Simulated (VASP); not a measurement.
Here is the system:

```
Si
1.0
    0.00000     2.71550     2.71550
    2.71550     0.00000     2.71550
    2.71550     2.71550     0.00000
Si
2
Direct
  0.00000   0.00000   0.00000
  0.25000   0.25000   0.25000
```

Method: optB88-vdW, VASP's PBE PAW potentials (set 64) (plane waves; VASP 6.6.1). Numerical set-up: 520 eV cut-off, 8×8×8 Γ-centred mesh, Gaussian smearing of 0.050 eV, potentials Si.

Energy and stress use the plane-wave basis of the starting cell.

Problem. The ions, cell shape and volume are relaxed. Which structure does the run end with?

Solution. 
```
Si
1.0
    0.00000     2.73450     2.73450
    2.73450     0.00000     2.73450
    2.73450     2.73450     0.00000
Si
2
Direct
  0.00000   0.00000   0.00000
  0.25000   0.25000   0.25000
```
Space group Fd-3m (227), at a tolerance of 0.03 Å.

Problem. How do energy and volume change from the first to the last step?

Solution. The energy (σ→0) changes by -2.5 meV/atom and the volume by +2.1 %, in 3 ionic steps.

The compound is Si in the diamond structure. This run relaxes it. Symmetry was kept, so distortions that lower it aren't found.
